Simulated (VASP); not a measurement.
VASP runs on ZnSe (zinc blende) share one base input (PBE GGA, plane waves, VASP's PBE PAW potentials (set 64)) and change the settings named in each case.

KPOINTS:
```
Automatic mesh
0
Gamma
7 7 7
0 0 0
```

POSCAR:
```
ZnSe
1
    0.0000000000     2.8350000000     2.8350000000
    2.8350000000     0.0000000000     2.8350000000
    2.8350000000     2.8350000000     0.0000000000
Zn Se
1 1
Direct
  0.0000000000   0.0000000000   0.0000000000
  0.2500000000   0.2500000000   0.2500000000
```

### INCAR
```
SYSTEM = ZnSe
PREC = Accurate
ENCUT = 400
EDIFF = 1E-6
NELM = 100
ALGO = Normal
LREAL = .FALSE.
LASPH = .TRUE.
ISMEAR = 0
SIGMA = 0.05
GGA = PE
LMAXMIX = 4
LWAVE = .FALSE.
LCHARG = .FALSE.
ISIF = 2
```

POTCAR, in this order: Zn Se (PBE.64 set). Program: vasp_std.

| change | E(σ→0) (eV/atom) | pressure (GPa) | irreducible k-points |
|---|---|---|---|
| base run | -3.0092 | 2.04 | 20 |
| KPOINTS 3×3×3 Monkhorst-Pack mesh | -2.8694 | 3.35 | 4 |
| KPOINTS 4×4×4 Monkhorst-Pack mesh | -3.0101 | 2.04 | 10 |
| KPOINTS 6×6×6 Monkhorst-Pack mesh | -3.0103 | 2.03 | 28 |
| KPOINTS 8×8×8 Monkhorst-Pack mesh | -3.0103 | 2.03 | 60 |

Left out are runs that ran out of time, are held back, or changed the cell or the kind of run, fixed moments of cells without a moment, rows past the twelfth, gaps on odd meshes, pressures of charged cells and columns that move by less than the noise.

The compound is ZnSe in the zinc blende structure. The cell was not relaxed at this level.
